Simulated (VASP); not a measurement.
VASP input:

POSCAR:
```
ZrSe2
1
    3.7367330000     0.0000000000     0.0000000000
   -1.8683670000     3.2361060000     0.0000000000
    0.0000000000     0.0000000000    17.0998700000
Zr Se
1 2
Direct
  0.0000000000   0.0000000000   0.5000000000
  0.3333330000   0.6666670000   0.5906400000
  0.6666670000   0.3333330000   0.4093600000
```

**INCAR**
```
LWAVE  =  .False.
LASPH  =  .True.   # aspherical one-centre terms
LMAXMIX  =  4
ALGO  =  Normal
ISMEAR  =  0
LREAL  =  .False.   # projection in real space or not
PREC  =  Accurate
ENCUT  =  300   # plane-wave cut-off (eV)
ISIF  =  2   # forces and stress, cell fixed
LCHARG  =  .False.
NELM  =  100   # most electronic steps
SYSTEM  =  ZrSe2
SIGMA  =  0.136   # width (eV)
EDIFF  =  1E-6   # SCF stop (eV)
```

**KPOINTS**
```
Automatic
0
gamma
  7 7 1
0 0 0
```

POTCAR, in this order: Zr_sv Se (LDA.64 set). Program: vasp_std.

Q: Translate this LDA calculation to Quantum ESPRESSO's pw.x.

A: One equivalent input (not run):
```
&CONTROL
  calculation = 'scf'
  pseudo_dir = './pseudo'
  outdir = './out'
  tprnfor = .true.
  tstress = .true.
/
&SYSTEM
  ibrav = 0
  nat = 3
  ntyp = 2
  ecutwfc = 86
  occupations = 'smearing'
  smearing = 'gaussian'
  degauss = 0.009996
  input_dft = 'pz'
/
&ELECTRONS
  conv_thr = 7.3e-08
  electron_maxstep = 100
/
ATOMIC_SPECIES
  Zr 91.224 Zr.upf
  Se 78.971 Se.upf
CELL_PARAMETERS angstrom
     3.7367330    0.0000000    0.0000000
    -1.8683670    3.2361060    0.0000000
     0.0000000    0.0000000   17.0998700
ATOMIC_POSITIONS crystal
  Zr   0.0000000  0.0000000  0.5000000
  Se   0.3333330  0.6666670  0.5906400
  Se   0.6666670  0.3333330  0.4093600
K_POINTS automatic
  7 7 1 0 0 0
```
Limits of the translation: the potentials are each code's own (VASP's PAW set, PseudoDojo norm-conserving files in pw.x), so ENCUT and ecutwfc are chosen apart and not converted; conv_thr bounds pw.x's estimated SCF error, while EDIFF bounds the energy change between steps.

The cell is a sheet with vacuum, built from a generated structure.
